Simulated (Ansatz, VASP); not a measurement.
**Two plane-wave programs on Rb3HO**

INCAR

```
SYSTEM = Rb3HO
PREC = Accurate ; ENCUT = 520
EDIFF = 1E-7 ; ISMEAR = 0
SIGMA = 0.05 ; LREAL = .False.
LASPH = .True. ; NELM = 100
ALGO = Fast ; ISIF = 2
LWAVE = .False. ; LCHARG = .False.
GGA = CA ; NBANDS = 25
```

File KPOINTS:

```
regular mesh
0
Gamma
  4 4 4
  0 0 0
```

File POSCAR:

```
Rb3HO
1.0
    5.3740684307      0.0000000000      0.0000000000
    0.0000000000      5.3740684307      0.0000000000
    0.0000000000      0.0000000000      5.3740684307
H O Rb
1 1 3
Direct
    0.0000000000      0.0000000000      0.0000000000
    0.5000000000      0.5000000000      0.5000000000
    0.5000000000      0.5000000000      0.0000000000
    0.5000000000      0.0000000000      0.5000000000
    0.0000000000      0.5000000000      0.5000000000
```

Input for Ansatz:

```yaml
crystal:
  lattice:
    - [5.3740684307, 0.0, 0.0]
    - [0.0, 5.3740684307, 0.0]
    - [0.0, 0.0, 5.3740684307]
  atoms:
    - { symbol: H, position: [0.0, 0.0, 0.0] }
    - { symbol: O, position: [0.5, 0.5, 0.5] }
    - { symbol: Rb, position: [0.5, 0.5, 0.0] }
    - { symbol: Rb, position: [0.5, 0.0, 0.5] }
    - { symbol: Rb, position: [0.0, 0.5, 0.5] }
basis:
  ecutwfc: 420
kpoints:
  mp_grid: { grid: [4, 4, 4] }
hamiltonian:
  xc: lda
scf:
  occupations: { method: gaussian, width: 0.05 }
output:
  forces: true
  stress: true
  eigenvalues: true
```

The cell comes from a database or a generator and needn't be the stable form of this composition.

Alike in both runs: task single point; functional LDA; k mesh 4 × 4 × 4; occupations gaussian, width 0.05 eV; no spin polarisation.

|  | VASP | Ansatz |
| --- | --- | --- |
| version | VASP 6.6.1 | Ansatz 0.2.0 |
| potentials or method | VASP PAW LDA potentials, release 64 (H, O, Rb_sv) | scalar-relativistic, plane waves, PAW |
| plane-wave cutoff (eV) | 520 | 420 |
| valence electrons in the cell | 34 | 34 |

Ansatz gave:

- gap on the k mesh at the Fermi level (eV): 0.97
- least direct gap on the mesh (eV): 1.08
- pressure (GPa): -0.8

What did VASP give for the same quantities?

gap on the k mesh at the Fermi level (eV): 0.95; least direct gap on the mesh (eV): 1.06; pressure (GPa): -0.7.

A k mesh can miss the band edges.
